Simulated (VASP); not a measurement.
Input:

GaAs is taken in the cubic space group F-43m (No. 216), the zinc blende structure, Pearson symbol cF8. Lattice parameters: a = b = c = 5.678 Å, α = β = γ = 90.00°. Ga on 4a has 4 As at 2.458 Å (tetrahedral). As on 4d is coordinated by 4 Ga at 2.458 Å (tetrahedral). (Neighbours: up to the widest gap in distance over summed covalent radii, below 1.35, at either atom; cation-cation and far metal-metal contacts left out.)
(The calculation used a cell of 2 atoms; values per cell refer to that cell.)

All values below come from HSE06 screened hybrid, VASP's PBE PAW potentials (set 64) (plane waves; VASP). Run with 520 eV cut-off, 6×6×6 Γ-centred mesh, Gaussian smearing of 0.050 eV, potentials Ga_d As.

### Question
Give the energy at these volumes per atom, relative to the lowest: 21.60, 22.31, 23.03, 23.74, 24.45 Å³.

### Answer
17.7, 3.1, 0.0, 6.6, 21.5 meV/atom. A third-order Birch-Murnaghan fit gives B0 = 72.7 GPa and B0′ = 4.5.

Measured: bulk modulus 76.7 GPa at 0 K (computed value off by -5.2 %), as given by Daniel Mejia-Rodriguez et al., Physical Review B (2018), arXiv:1807.09216 [0 K value with the zero-point phonon effect removed]; a 5.640 Å at 0 K (computed value off by +0.7 %), as given by Daniel Mejia-Rodriguez et al., Physical Review B (2018), arXiv:1807.09216 [static lattice: zero-point anharmonic expansion removed].

The compound is GaAs in the zinc blende structure. It was relaxed first. The cell's shape comes from a PBE relaxation.
